A block of aluminium resists being squeezed and also resists being pulled apart. The table follows this resistance in PBE calculations on the face-centred cubic metal. Volume is the space per atom, and shortest distance is the gap between neighbouring nuclei. Pressure is positive when the cell pushes outwards. Three cells carry the argument: the smallest, the largest and the one at zero pressure.

Face-centred cubic aluminium at seven fixed volumes, calculated with VASP 6.6.1 using the PBE functional and the recommended PAW potential, without spin polarisation. The plane-wave cutoff is 520 eV, the k mesh 18×18×18 and the Gaussian smearing width 0.3 eV. Pressure is positive in compression.

```
volume (Å³/atom)  shortest distance (Å)  pressure (GPa)
          15.008                  2.769           9.090
          15.502                  2.799           5.540
          15.997                  2.828           2.540
          16.492                  2.857           0.000
          16.987                  2.885          -2.140
          17.482                  2.913          -3.950
          17.976                  2.940          -5.460
```

(a) What is special about the cell at zero pressure?

Solution. Pressure is minus the slope of the free energy F against the volume V:

P = −dF/dV

Zero pressure therefore marks the bottom of the energy curve, at 16.49 Å³ per atom. In smaller cells the metal pushes outwards. In larger ones the pressure is negative, which means that the metal pulls inwards and must be held open.

(b) The smallest and largest cells lie equally far from that volume, 9.0 % below and above it. Do they resist equally?

Solution. No. The squeezed cell pushes back with 9.09 GPa, while the stretched one pulls with only 5.46 GPa. The energies agree with this: squeezing costs 39 meV per atom and stretching 27 meV. The energy curve is steeper on the side of small volumes.

(c) Each equal step in volume lowers the pressure by less than the step before. Is this only because a fixed step is a smaller fraction of a larger cell?

Solution. The quantity that allows for this is the bulk modulus, the pressure change per fractional change of volume:

B = −V dP/dV

The first pressure drop is 2.35 times the last. The larger cell volume explains a factor of only 1.16, and the other factor of 2.02 is a fall in B itself. The metal really does become softer as it expands.

At zero pressure B is about 78 GPa, so a squeeze of one percent in volume takes roughly 0.8 GPa. An engineer who used this one value for the whole table would underrate the push of the smallest cell and overrate the pull of the largest.

(d) Why does the metal soften?

Solution. Theory describes the pressure as the small remainder of two large, opposed effects. Aluminium's three valence electrons per atom move almost freely, and confining them to less space raises their kinetic energy, as V^(−2/3). Their attraction to the ions follows Coulomb's law and grows only as one over length, that is as V^(−1/3).

Squeezing therefore lets the kinetic push win, and stretching lets the attraction win. Both effects fade as the cell grows. The kinetic one weighs more in B, because it varies more steeply with volume, and it also fades faster. Expansion therefore lowers B itself.

(e) How far does this picture go in numbers?

Solution. The density of valence electrons at zero pressure is n = 3/V₀, with V₀ the volume of that cell. A free electron gas of this density has a highest occupied kinetic energy E_F and a pressure P_k:

E_F = (ħ²/2m)(3π²n)^(2/3) ≈ 11.7 eV
P_k = (2/5) n E_F ≈ 136.5 GPa

At V₀ the attraction must cancel this push exactly. Away from V₀ each part follows its own power of the volume:

P = P_k [(V₀/V)^(5/3) − (V₀/V)^(4/3)]

For the smallest cell V₀/V is 1.099, and the bracket is 1.170 − 1.134 = 0.036. The result is 4.9 GPa, 54 % of the computed pressure. For the largest cell the estimate reaches 63 %. The zero-pressure cell is no test, since it supplies V₀.

The picture thus gives the signs and part of the softening, but its metal is too soft: its bulk modulus, P_k/3, is about 45 GPa. Theory offers a reason. The inner electrons of each ion keep the valence electrons out of part of the cell, which adds a repulsion that rises even more steeply on squeezing. The printed output lists this estimate, which takes only V₀ from the table, row by row.

(f) What would change with sodium in place of aluminium?

Solution. Sodium gives one valence electron per atom instead of three and spreads it over a larger cell. The push of the electron gas grows as n^(5/3), so both opposed pressures are far smaller, and so is their imbalance after the same fractional squeeze. Sodium is indeed a much softer metal.

(g) Which digits of the pressure can be trusted?

Solution. The pressures agree with the slopes of the free energy to within 0.04 GPa, so the two ways of reading the calculation support each other. The third decimal is always zero, because the pressures are rounded to two. Those two still depend on a setting, the first only slightly. Smearing the electron occupations, a numerical aid for metals, adds 0.07 to 0.10 GPa and enlarges the zero-pressure cell by about 0.1 %.

For a real piece of metal, larger doubts remain. PBE is an approximation, and an error of one percent in its zero-pressure volume would shift the pressures near that volume by about 0.8 GPa, so even the digit before the decimal point isn't certain. The nuclei are also held still here, whereas their zero-point and thermal motion would push the cell to a slightly larger volume.

Printed output of the fit:

```
Steps from the row above:
     row  middle volume (Å³/atom)  pressure drop (GPa)  bulk modulus (GPa)  mean of the two pressures (GPa)  pressure from free energy (GPa)
  15.502                    15.25                 3.55               109.6                            7.315                            7.284
  15.997                    15.75                    3               95.45                             4.04                            4.003
  16.492                    16.24                 2.54               83.36                             1.27                            1.241
  16.987                    16.74                 2.14               72.37                            -1.07                           -1.094
  17.482                    17.23                 1.81               63.02                           -3.045                           -3.063
  17.976                    17.73                 1.51               54.19                           -4.705                           -4.729
Energy and estimate:
     row  free energy above lowest (meV/atom)  electron-gas estimate (GPa)
  15.008                                38.66                        4.941
  15.502                                 16.2                         3.09
  15.997                                3.833                        1.451
  16.492                                    0                            0
  16.987                                 3.38                       -1.287
  17.482                                12.84                        -2.43
  17.976                                27.43                       -3.445
Volume growth from first to last row (%): 19.78
Growth of shortest distance from first to last row (%): 6.176
Volume change from zero-pressure row to smallest cell (%): -8.998
Volume change from zero-pressure row to largest cell (%): 8.998
Highest pressure over strongest tension (ratio): 1.665
First pressure drop over last (ratio): 2.351
Part of that ratio from larger middle volume (factor): 1.162
Part of that ratio from bulk modulus (factor): 2.023
Bulk modulus at zero pressure from the two neighbouring rows (GPa): 77.96
Mean rise of bulk modulus per GPa of pressure (GPa per GPa): 4.612
Error of a one-step bulk modulus from pressure rounding (GPa): 0.3334
Largest gap between mean pressure and pressure from free energy (GPa): 0.03747
Smallest pressure due to smearing (GPa): 0.07024
Largest pressure due to smearing (GPa): 0.1012
Shift of zero-pressure volume due to smearing (Å³/atom): 0.01486
Kinetic pressure of the electron gas at zero total pressure (GPa): 136.5
Bulk modulus of the balanced electron-gas estimate (GPa): 45.49
Estimate over computed pressure in smallest cell (%): 54.36
Estimate over computed pressure in largest cell (%): 63.09
```
